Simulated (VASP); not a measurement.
```
Os
1.0
    1.36500    -2.36425     0.00000
    1.36500     2.36425     0.00000
    0.00000     0.00000     4.32000
Os
2
Cartesian
  1.36500   0.78808   1.08000
  1.36500  -0.78808   3.24000
```

The numbers are results of PBE GGA, VASP's PBE PAW potentials (set 64) (plane waves; VASP 6.6.1), not measurements. Numerical set-up: 520 eV cut-off, 14×14×8 Γ-centred mesh, first-order Methfessel-Paxton smearing of 0.10 eV, potentials Os.

Energy and stress use the plane-wave basis of the starting cell.

Problem. The ions, cell shape and volume are relaxed. Which structure does the run end with?

Solution. 
```
Os
1.0
    1.37765    -2.38616     0.00000
    1.37765     2.38616     0.00000
    0.00000     0.00000     4.34153
Os
2
Cartesian
  1.37765   0.79539   1.08538
  1.37765  -0.79539   3.25615
```
Space group P6_3/mmc (194), at a tolerance of 0.03 Å.

Problem. How do energy and volume change from the first to the last step?

Solution. The energy (σ→0) changes by -10.2 meV/atom and the volume by +2.4 %, in 6 ionic steps.

The compound is Os in the hcp structure. This run relaxes it. Symmetry was kept, so distortions that lower it aren't found.
